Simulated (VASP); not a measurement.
Data:

```
CELL_PARAMETERS angstrom
      2.86000     0.00000     0.00000
      0.00000     2.86000     0.00000
      0.00000     0.00000     2.86000
ATOMIC_POSITIONS crystal
  Al 0.50000 0.50000 0.50000
  Co 0.00000 0.00000 0.00000
```

Calculation: vdW-DF2, VASP's PBE PAW potentials (set 64) (plane waves; VASP). Run with 520 eV cut-off, 11×11×11 Γ-centred mesh, first-order Methfessel-Paxton smearing of 0.10 eV, potentials Al Co.

Energy and stress use the plane-wave basis of the starting cell.

Question: The ions, cell shape and volume are relaxed. Predict the relaxed structure.

Answer: 
```
CELL_PARAMETERS angstrom
      2.88941     0.00000     0.00000
      0.00000     2.88941     0.00000
      0.00000     0.00000     2.88941
ATOMIC_POSITIONS crystal
  Al 0.50000 0.50000 0.50000
  Co 0.00000 0.00000 0.00000
```
Space group Pm-3m (221), at a tolerance of 0.03 Å.

Question: How do energy and volume change from the first to the last step?

Answer: The energy (σ→0) changes by -5.8 meV/atom and the volume by +3.1 %, in 3 ionic steps.

The compound is CoAl in the CsCl type structure. This run relaxes it. Symmetry was kept, so distortions that lower it aren't found. The run is not spin-polarised, so no magnetic state was tried.
